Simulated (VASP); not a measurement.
Output of a VASP run:

**OSZICAR**
```
       N       E                     dE             d eps       ncg     rms          rms(c)
DAV:   1     0.575582524576E+02    0.57558E+02   -0.75038E+03  1245   0.107E+03
DAV:   2    -0.557590016922E+01   -0.63134E+02   -0.61901E+02  1587   0.447E+02
DAV:   3    -0.887374929497E+01   -0.32978E+01   -0.31602E+01  1772   0.704E+01
DAV:   4    -0.901710382710E+01   -0.14335E+00   -0.13687E+00  1811   0.107E+01
DAV:   5    -0.902091734362E+01   -0.38135E-02   -0.37894E-02  1721   0.185E+00    0.226E+01
DAV:   6    -0.902111220431E+01   -0.19486E-03   -0.26245E-02  1750   0.210E+00    0.135E+01
DAV:   7    -0.902934365867E+01   -0.82315E-02   -0.46529E-02  1690   0.289E+00    0.296E-01
DAV:   8    -0.902905491229E+01    0.28875E-03   -0.28312E-03  1596   0.576E-01    0.577E-02
DAV:   9    -0.902907143555E+01   -0.16523E-04   -0.19315E-04  1745   0.148E-01    0.321E-02
DAV:  10    -0.902906530539E+01    0.61302E-05   -0.28932E-05  1755   0.589E-02    0.438E-02
DAV:  11    -0.902906593020E+01   -0.62481E-06   -0.25035E-06  1154   0.185E-02
   1 F= -.90290659E+01 E0= -.90302929E+01  d E =0.368077E-02
```

### OUTCAR
```
------------------------ aborting loop because EDIFF is reached ----------------------------------------
  FORCE on cell =-STRESS in cart. coord.  units (eV):
  Direction    XX          YY          ZZ          XY          YZ          ZX
  --------------------------------------------------------------------------------------
  Total        0.1292615     -0.9117485     -0.8974372     -0.0849758      0.0000000      0.0000000
  in kB        3.2298522    -22.7818235    -22.4242292     -2.1232864      0.0000000      0.0000000
  external PRESSURE =     -13.9920668 kB  Pullay stress =       0.0000000 kB
  volume of cell :       64.12
      direct lattice vectors                 reciprocal lattice vectors
     1.756174000 -3.173049000  0.000000000     0.284709829 -0.157577144  0.000000000
     1.756174000  3.173049000  0.000000000     0.284709829  0.157577144  0.000000000
     0.000000000  0.000000000  5.753377000     0.000000000  0.000000000  0.173810964
 POSITION                                       TOTAL-FORCE (eV/Angst)
 -----------------------------------------------------------------------------------
      1.75617      1.05769      1.43834         0.099211     -0.046606     -0.000000
      1.84493     -1.05769      4.31503        -0.099211      0.046606      0.000000
 -----------------------------------------------------------------------------------
    total drift:                               -0.000005      0.000000     -0.000000
  FREE ENERGIE OF THE ION-ELECTRON SYSTEM (eV)
  ---------------------------------------------------
  free  energy   TOTEN  =        -9.0290659302 eV

  energy  without entropy=       -9.0327467039  energy(sigma->0) =       -9.03029285
```
(Selected blocks of OUTCAR.)

**POSCAR**
```
Ho
1
    1.7561740000    -3.1730490000     0.0000000000
    1.7561740000     3.1730490000     0.0000000000
    0.0000000000     0.0000000000     5.7533770000
Ho
2
Direct
  0.3333330000   0.6666670000   0.2500000000
  0.6919370000   0.3586030000   0.7500000000
```

### Question
Reconstruct the remaining input files.

### Answer
Several could match; the one computed here: the input of the run itself, PBE GGA, plane waves, VASP's PBE PAW potentials (set 64).

**INCAR**
```
SYSTEM = Ho
PREC = Accurate
ENCUT = 400
EDIFF = 1E-6
NELM = 100
ALGO = Normal
LREAL = .FALSE.
LASPH = .TRUE.
ISMEAR = 1
SIGMA = 0.1
GGA = PE
LMAXMIX = 6
LWAVE = .FALSE.
LCHARG = .FALSE.
ISIF = 2
```

File KPOINTS:
```
Automatic mesh
0
gamma
6 6 3
```

POTCAR, in this order: Ho_3 (PBE.64 set). Program: vasp_std.

The 4f electrons are frozen in the core of the lanthanide potential, so 4f levels, which can set the real gap, and their magnetism are missing.

The compound is Ho in the hcp structure. The cell was not relaxed at this level, atoms are displaced from their ideal sites. The k-mesh is coarse (spacing up to 0.36 per Å, 2π included), so the numbers may not be converged in it. The run is one of a series of settings (KPOINTS 6×6×3 Γ-centred mesh against the base run), some of them coarse on purpose.
